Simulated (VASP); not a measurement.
Level of theory: PBEsol GGA with spin-orbit coupling, VASP's PBE PAW potentials (set 64) (plane waves; VASP).

VASP ran on this input.

File KPOINTS:
```
Automatic mesh
0
Gamma
14 14 14
0 0 0
```

### POSCAR
```
Ag
1
    0.0000000000     2.0227325839     2.0227325839
    2.0227325839     0.0000000000     2.0227325839
    2.0227325839     2.0227325839    -0.0000000000
Ag
1
Direct
  1.0000000000   1.0000000000   1.0000000000
```

INCAR:
```
ALGO = Normal
EDIFF = 1E-6
ENCUT = 400
GGA = PS
GGA_COMPAT = F
ISMEAR = 0
LASPH = T
LCHARG = F
LMAXMIX = 4
LREAL = F
LSORBIT = T
LWAVE = F
MAGMOM = 3*0
NELM = 100
PREC = Accurate
SIGMA = 0.05
SYSTEM = Ag
```

### KPOINTS_OPT
```
k-points along high-symmetry lines
8
Line-mode
Reciprocal
  0.000000   0.000000   0.000000 ! GAMMA
  0.500000   0.000000   0.500000 ! X

  0.500000   0.000000   0.500000 ! X
  0.625000   0.250000   0.625000 ! U

  0.375000   0.375000   0.750000 ! K
  0.000000   0.000000   0.000000 ! GAMMA

  0.000000   0.000000   0.000000 ! GAMMA
  0.500000   0.500000   0.500000 ! L

  0.500000   0.500000   0.500000 ! L
  0.500000   0.250000   0.750000 ! W

  0.500000   0.250000   0.750000 ! W
  0.500000   0.000000   0.500000 ! X
```

POTCAR, in this order: Ag (PBE.64 set). Program: vasp_ncl.

The resulting files:

OUTCAR:
```
 ion  position               nearest neighbor table
   1  0.000  0.000  0.000-
  LATTYP: Found a face centered cubic cell.
 ALAT       =     4.0454651678
 Subroutine PRICEL returns:
 Original cell was already a primitive cell.
 Subroutine GETGRP returns: Found 48 space group operations
The static configuration has the point symmetry O_h .
The dynamic configuration has the point symmetry O_h .
The overall configuration has the point symmetry O_h .
 Subroutine INISYM returns: Found 48 space group operations
 Subroutine IBZKPT returns following result:
 Found    104 irreducible k-points:

 Following reciprocal coordinates:
            Coordinates               Weight
  0.000000  0.000000  0.000000      1.000000
  0.071429  0.000000  0.000000      8.000000
  0.142857  0.000000  0.000000      8.000000
  0.214286  0.000000  0.000000      8.000000
  0.285714  0.000000  0.000000      8.000000
  0.357143  0.000000  0.000000      8.000000
  0.428571  0.000000  0.000000      8.000000
  0.500000  0.000000  0.000000      4.000000
  0.071429  0.071429  0.000000      6.000000
  0.142857  0.071429  0.000000     24.000000
  0.214286  0.071429  0.000000     24.000000
  0.285714  0.071429  0.000000     24.000000
  0.357143  0.071429  0.000000     24.000000
  0.428571  0.071429  0.000000     24.000000
  0.500000  0.071429  0.000000     24.000000
 -0.428571  0.071429  0.000000     24.000000
 -0.357143  0.071429  0.000000     24.000000
 -0.285714  0.071429  0.000000     24.000000
 -0.214286  0.071429  0.000000     24.000000
 -0.142857  0.071429  0.000000     24.000000
 -0.071429  0.071429  0.000000     12.000000
  0.142857  0.142857  0.000000      6.000000
  0.214286  0.142857  0.000000     24.000000
  0.285714  0.142857  0.000000     24.000000
...
```

### OSZICAR
```
       N       E                     dE             d eps       ncg     rms          rms(c)
DAV:   1     0.527746059479E+02    0.52775E+02   -0.49085E+03  3904   0.963E+02
DAV:   2    -0.282334132053E+01   -0.55598E+02   -0.52421E+02  3906   0.236E+02
DAV:   3    -0.369860609730E+01   -0.87526E+00   -0.87275E+00  4362   0.331E+01
DAV:   4    -0.370136875164E+01   -0.27627E-02   -0.27625E-02  4084   0.184E+00
DAV:   5    -0.370139399273E+01   -0.25241E-04   -0.25241E-04  4100   0.174E-01    0.611E+00
DAV:   6    -0.335286702399E+01    0.34853E+00   -0.81951E-01  3828   0.139E+01    0.359E+00
DAV:   7    -0.334138218351E+01    0.11485E-01   -0.10267E-02  4050   0.137E+00    0.203E+00
DAV:   8    -0.333703761477E+01    0.43446E-02   -0.60018E-04  3884   0.286E-01    0.336E-01
DAV:   9    -0.333704478433E+01   -0.71696E-05   -0.88584E-06  4262   0.295E-02    0.525E-02
DAV:  10    -0.333705113354E+01   -0.63492E-05   -0.47128E-07  2802   0.955E-03    0.209E-02
DAV:  11    -0.333705174797E+01   -0.61443E-06   -0.77372E-07  3330   0.118E-02
   1 F= -.33370517E+01 E0= -.33369368E+01  d E =-.229837E-03  mag=     0.0000    -0.0000     0.0000
       N       E                     dE             ncg
```

**OUTCAR**
```
------------------------ aborting loop because EDIFF is reached ----------------------------------------
  FORCE on cell =-STRESS in cart. coord.  units (eV):
  Direction    XX          YY          ZZ          XY          YZ          ZX
  --------------------------------------------------------------------------------------
  Total       -0.0015747     -0.0015747     -0.0015747      0.0000000      0.0000000      0.0000000
  in kB       -0.1524251     -0.1524251     -0.1524251      0.0000000      0.0000000      0.0000000
  external PRESSURE =      -0.1524251 kB  Pullay stress =       0.0000000 kB
  volume of cell :       16.55
      direct lattice vectors                 reciprocal lattice vectors
     0.000000000  2.022732584  2.022732584    -0.247190362  0.247190362  0.247190362
     2.022732584  0.000000000  2.022732584     0.247190362 -0.247190362  0.247190362
     2.022732584  2.022732584  0.000000000     0.247190362  0.247190362 -0.247190362
 POSITION                                       TOTAL-FORCE (eV/Angst)
 -----------------------------------------------------------------------------------
      0.00000      0.00000      0.00000        -0.000000      0.000000     -0.000000
 -----------------------------------------------------------------------------------
    total drift:                               -0.000000     -0.000000     -0.000000
  FREE ENERGIE OF THE ION-ELECTRON SYSTEM (eV)
  ---------------------------------------------------
  free  energy   TOTEN  =        -3.3370517480 eV

  energy  without entropy=       -3.3368219109  energy(sigma->0) =       -3.33693683

 Ion:    1  E_soc:     -0.0558290
```
(Selected blocks of OUTCAR.)

The compound is Ag in the fcc structure. It was relaxed first.
